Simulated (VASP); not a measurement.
Here is the system:

```
CELL_PARAMETERS angstrom
      7.14656     0.00000     0.00000
      0.00000     7.14656     0.00000
      0.00000     0.00000     7.14656
ATOMIC_POSITIONS crystal
  C  0.50000 0.00000 0.00000
  C  0.63153 0.13162 0.12435
  C  0.75153 0.25386 0.00198
  C  0.87811 0.36848 0.12218
  C  0.74381 0.00500 0.24822
  C  0.87752 0.12158 0.37286
  C  0.00000 0.00000 0.00000
  C  0.12500 0.12500 0.12500
  C  0.25000 0.25000 0.00000
  C  0.38024 0.36811 0.12846
  C  0.50438 0.49405 0.00219
  C  0.62513 0.62472 0.13139
  C  0.75000 0.75000 0.00000
  C  0.87500 0.87500 0.12500
  C  0.25000 0.00000 0.25000
  C  0.37154 0.12331 0.37646
  C  0.50382 0.24394 0.25261
  C  0.75068 0.49493 0.24438
  C  0.87143 0.62012 0.38097
  C  0.50252 0.99632 0.50097
  C  0.62579 0.11901 0.62976
  C  0.74867 0.24502 0.49567
  C  0.87487 0.37797 0.63180
  C  0.75000 0.00000 0.75000
  C  0.87500 0.12500 0.87500
  C  0.00000 0.50000 0.00000
  C  0.12500 0.62500 0.12500
  C  0.25000 0.75000 0.00000
  C  0.37500 0.87500 0.12500
  C  0.00000 0.25000 0.25000
  C  0.12500 0.37500 0.37500
  C  0.24423 0.50654 0.24571
  C  0.36914 0.62177 0.37710
  C  0.50066 0.75276 0.25649
  C  0.62500 0.87500 0.37500
  C  0.00000 0.00000 0.50000
  C  0.12500 0.12500 0.62500
  C  0.24552 0.24473 0.49614
  C  0.37191 0.36846 0.62156
  C  0.62657 0.63078 0.62558
  C  0.74823 0.74318 0.50462
  C  0.87500 0.87500 0.62500
  C  0.25000 0.00000 0.75000
  C  0.37500 0.12500 0.87500
  C  0.50294 0.25632 0.75348
  C  0.62500 0.37500 0.87500
  C  0.75171 0.50309 0.74358
  C  0.87500 0.62500 0.87500
  C  0.00000 0.75000 0.25000
  C  0.12500 0.87500 0.37500
  C  0.00000 0.50000 0.50000
  C  0.12500 0.62500 0.62500
  C  0.25000 0.75000 0.50000
  C  0.37500 0.87500 0.62500
  C  0.00000 0.25000 0.75000
  C  0.12500 0.37500 0.87500
  C  0.25000 0.50000 0.75000
  C  0.37500 0.62500 0.87500
  C  0.50000 0.75000 0.75000
  C  0.62500 0.87500 0.87500
  C  0.00000 0.75000 0.75000
  C  0.12500 0.87500 0.87500
  Al 0.50237 0.50364 0.49616
```
Cell charge +1.

Level of theory: PBE GGA, VASP's PBE PAW potentials (set 64) (plane waves; VASP). Settings: PREC = Normal, LREAL = Auto, ISYM = 0, NELECT = 250.0, EDIFF = 1E-5, 400 eV cut-off, 1×1×1 Γ-centred mesh, Gaussian smearing of 0.050 eV, potentials C Al.

The cell is charged, with a uniform compensating background. The supercell is sampled at Γ alone, which is coarse: total energies, pressure and levels can be off, energies of defects by several tenths of an eV.

Problem. The ions are relaxed. What does this cell relax into?

Solution. 
```
CELL_PARAMETERS angstrom
      7.14656     0.00000     0.00000
      0.00000     7.14656     0.00000
      0.00000     0.00000     7.14656
ATOMIC_POSITIONS crystal
  C  0.49871 0.99902 0.99974
  C  0.62121 0.12915 0.12988
  C  0.74723 0.25234 0.00323
  C  0.87042 0.37839 0.12988
  C  0.74725 0.00251 0.25309
  C  0.87045 0.12915 0.37912
  C  0.99877 0.00082 0.00156
  C  0.12148 0.12663 0.12734
  C  0.24670 0.24864 0.99943
  C  0.37099 0.37542 0.12442
  C  0.49932 0.50025 0.00005
  C  0.62416 0.62859 0.12441
  C  0.75095 0.75286 0.99943
  C  0.87295 0.87809 0.12734
  C  0.24671 0.99873 0.24936
  C  0.37100 0.12370 0.37615
  C  0.48491 0.24228 0.24299
  C  0.75731 0.51469 0.24303
  C  0.87591 0.62860 0.37616
  C  0.49933 0.99932 0.50098
  C  0.62418 0.12369 0.62932
  C  0.75732 0.24228 0.51541
  C  0.87590 0.37544 0.62931
  C  0.75094 0.99871 0.75360
  C  0.87297 0.12662 0.87883
  C  0.00056 0.50090 0.99977
  C  0.12232 0.62739 0.12387
  C  0.25020 0.74940 0.99860
  C  0.37222 0.87730 0.12387
  C  0.99707 0.25234 0.25308
  C  0.12287 0.37578 0.37649
  C  0.24721 0.50062 0.24815
  C  0.36591 0.63372 0.36196
  C  0.49899 0.75239 0.24813
  C  0.62383 0.87673 0.37649
  C  0.00055 0.99902 0.50161
  C  0.12231 0.12314 0.62808
  C  0.24720 0.24743 0.50133
  C  0.36590 0.36129 0.63441
  C  0.63832 0.63367 0.63438
  C  0.75216 0.75239 0.50134
  C  0.87644 0.87728 0.62809
  C  0.25022 0.99789 0.75011
  C  0.37225 0.12315 0.87798
  C  0.49899 0.24743 0.75308
  C  0.62381 0.37576 0.87744
  C  0.75216 0.50058 0.75310
  C  0.87644 0.62736 0.87800
  C  0.00086 0.75289 0.24934
  C  0.12263 0.87696 0.37588
  C  0.00028 0.50027 0.50099
  C  0.12613 0.62363 0.62436
  C  0.25277 0.74680 0.49831
  C  0.37597 0.87345 0.62434
  C  0.00086 0.24864 0.75359
  C  0.12263 0.37518 0.87769
  C  0.25276 0.49759 0.74759
  C  0.37594 0.62364 0.87420
  C  0.50198 0.74679 0.74753
  C  0.62441 0.87693 0.87766
  C  0.00172 0.74939 0.75009
  C  0.12440 0.87521 0.87591
  Al 0.56153 0.43807 0.43877
```
Cell charge +1.

Problem. How much energy does the relaxation gain?

Solution. The energy (σ→0) changes by -138.8 meV/atom, in 20 ionic steps.

The cell is a supercell with a defect, built from C (diamond): Al_C-vac_C, charge +1. The run is not spin-polarised, so no state with unpaired spins was tried.
